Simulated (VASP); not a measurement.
Here is a VASP 6.6.1 calculation.

Contents of INCAR:

```
PREC     = Accurate       # precision mode
ENCUT    = 520            # plane-wave cutoff, eV
EDIFF    = 1E-7           # SCF threshold, eV
ISMEAR   = -1             # smearing method
SIGMA    = 0.05           # smearing width, eV
LREAL    = F              # projectors in reciprocal space
LASPH    = T              # aspherical terms in the spheres
NELM     = 60             # most SCF steps
ALGO     = Normal         # electronic algorithm
ISIF     = 2              # what is computed and relaxed
LWAVE    = F              # write WAVECAR
LCHARG   = T              # write CHGCAR
GGA      = PE             # functional
LELF     = T              # ELF
LVHAR    = T            
NBANDS   = 26             # bands
```

File KPOINTS:

```
regular mesh
0
Gamma
  4 4 4
```

File POSCAR:

```
Rb3Ba
1.0
    0.0000000000      5.5144300000      5.5144300000
    5.5144300000      0.0000000000      5.5144300000
    5.5144300000      5.5144300000      0.0000000000
Ba Rb
1 3
Direct
    0.0000000000      0.0000000000      0.0000000000
    0.5000000000      0.5000000000      0.5000000000
    0.7500000000      0.7500000000      0.7500000000
    0.2500000000      0.2500000000      0.2500000000
```

Potentials or basis: VASP PAW PBE potentials, release 64 (Ba_sv, Rb_sv).

Launch:

```sh
$ cat potpaw_PBE.64/Ba_sv/POTCAR potpaw_PBE.64/Rb_sv/POTCAR > POTCAR
$ mpirun -np 1 vasp_std > vasp.out
```

(1) Estimate the pressure.

(2) Predict the band gap on the k mesh.

Results:

(1) 0.0 GPa.

(2) none (metal or under the smearing width).
